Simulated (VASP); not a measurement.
Data:

```xyz
2
Lattice="2.7365 0.0000 0.0000 0.0000 2.7365 0.0000 0.0000 0.0000 3.5868" Properties=species:S:1:pos:R:3 pbc="T T T"
Li     1.3683     1.3683     1.7934
V      0.0000     0.0000     0.0000
```
Starting moments (μB, in the order of the record's atoms Li V): 0.0 2.0.

The numbers are results of PBE GGA, VASP's PBE PAW potentials (set 64) (plane waves; VASP), not measurements. Numerical set-up: 400 eV cut-off, 11×11×9 Γ-centred mesh, Gaussian smearing of 0.050 eV, potentials Li_sv V_sv.

At this cut-off the stress carries a Pulay error, which pulls relaxed volumes low.

Question: Give the stress tensor in GPa (positive for a compressed cell).

Answer: 
```
-8.61   0.00   0.00
 0.00  -8.61   0.00
 0.00   0.00   2.93
```
The pressure is its mean diagonal, -4.76 GPa.

The structure was generated: LiV was put into an ordered model structure, which need not be its known phase. The cell was not relaxed at this level.
